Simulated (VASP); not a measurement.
A convergence study with VASP on Rh (space group Fm-3m): a few settings are varied, all else stays as given below, so the limit is that of these other settings.

```xyz
1
Lattice="0.0000 1.9095 1.9095 1.9095 0.0000 1.9095 1.9095 1.9095 0.0000" Properties=species:S:1:pos:R:3 pbc="T T T"
Rh     0.0000     0.0000     0.0000
```

These are PBE GGA, VASP's PBE PAW potentials (set 64) (plane waves; VASP) values and carry that method's errors. The last row used: 300 eV cut-off, 15×15×15 Γ-centred mesh, Fermi-Dirac smearing of 0.10 eV, potentials Rh_pv.

```tsv
setting	E (eV/atom)	pressure (GPa)	irreducible k-points
NBANDS = 8	(withheld)	(withheld)	120
NBANDS = 9	-7.2633	2.22	120
NBANDS = 10	-7.2633	2.22	120
NBANDS = 11	-7.2633	2.21	120
NBANDS = 12	-7.2633	2.21	120
NBANDS = 14	-7.2633	2.21	120
NBANDS = 18	-7.2633	2.21	120
NBANDS = 24	-7.2633	2.22	120
NBANDS = 40	-7.2633	2.22	120
```

Task: What belongs in the gaps?

Result: 
- NBANDS = 8, E (eV/atom): -7.0906
- NBANDS = 8, pressure (GPa): 5.33

VASP warned of too few bands at NBANDS = 8; NBANDS = 9.

Left out are rungs that failed or repeat a setting and relaxations that didn't move; long series are thinned to 24 rows.

The structure is a typed Rh crystal (space group no. 225). The cell was not relaxed at this level. VASP warned that the highest band is occupied, so more bands are needed.
